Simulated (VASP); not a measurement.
An input for Ansatz (written as the equivalent of a VASP run, and not itself run):

Ansatz 0.2 input:
```yaml
crystal:
  lattice:
    - [6.9987680, 0.0000000, 0.0000000]
    - [-3.4993840, 6.0611110, 0.0000000]
    - [0.0000000, 0.0000000, 6.3799960]
  atoms:
    - { symbol: I, position: [0.3170500, 0.0000000, 0.2500000] }
    - { symbol: I, position: [0.3170500, 0.3170500, 0.7500000] }
    - { symbol: I, position: [0.0000000, 0.3170500, 0.2500000] }
    - { symbol: I, position: [0.6829500, 0.0000000, 0.7500000] }
    - { symbol: I, position: [0.6829500, 0.6829500, 0.2500000] }
    - { symbol: I, position: [0.0000000, 0.6829500, 0.7500000] }
    - { symbol: Ti, position: [0.0000000, 0.0000000, 0.0000000] }
    - { symbol: Ti, position: [0.0000000, 0.0000000, 0.5000000] }
kpoints:
  mp_grid: { grid: [2, 2, 2] }
hamiltonian:
  xc: pbesol
  pseudopotentials: { kind: paw }
scf:
  occupations: { method: fermi_dirac, width: 0.1 }
  max_iter: 100
output: { forces: true, stress: true, eigenvalues: true }
```

Question: Translate this input to VASP (INCAR, KPOINTS, POSCAR, choice of POTCAR).

Answer: This is not unique; one that fits is 
File POSCAR:
```
TiI3
1
    6.9987680000     0.0000000000     0.0000000000
   -3.4993840000     6.0611110000     0.0000000000
    0.0000000000     0.0000000000     6.3799960000
I Ti
6 2
Direct
  0.3170500000   0.0000000000   0.2500000000
  0.3170500000   0.3170500000   0.7500000000
  0.0000000000   0.3170500000   0.2500000000
  0.6829500000   0.0000000000   0.7500000000
  0.6829500000   0.6829500000   0.2500000000
  0.0000000000   0.6829500000   0.7500000000
  0.0000000000   0.0000000000   0.0000000000
  0.0000000000   0.0000000000   0.5000000000
```

### INCAR
```
# general
SYSTEM  = TiI3
PREC    = Accurate
ENCUT   = 300
LREAL   = .FALSE.
LASPH   = .TRUE.

# electronic loop
EDIFF   = 1E-6
NELM    = 100
ALGO    = Normal
LMAXMIX = 4

# smearing
ISMEAR  = -1
SIGMA   = 0.1

# functional
GGA     = PS

# ions
ISIF    = 2

# output
LWAVE   = .FALSE.
LCHARG  = .FALSE.
```

File KPOINTS:
```
Automatic mesh
0
Gamma
  2 2 2
0 0 0
```

POTCAR, in this order: I Ti_sv (PBE.64 set). Program: vasp_std.

The two are equivalent in intent, not identical: each code has its own PAW files, so the cut-off isn't converted (ENCUT is set for VASP's; basis.ecutwfc is left out, and Ansatz then takes the one that its files recommend); Ansatz stops its SCF on the density residual and VASP on the energy change (EDIFF).

The structure comes from a measured TiI3 entry of the Crystallography Open Database, whose conditions weren't checked. The cell was not relaxed at this level, and its volume differs by -5.9 % from the start's. The k-mesh is coarse (spacing up to 0.52 per Å, 2π included), so the numbers may not be converged in it.
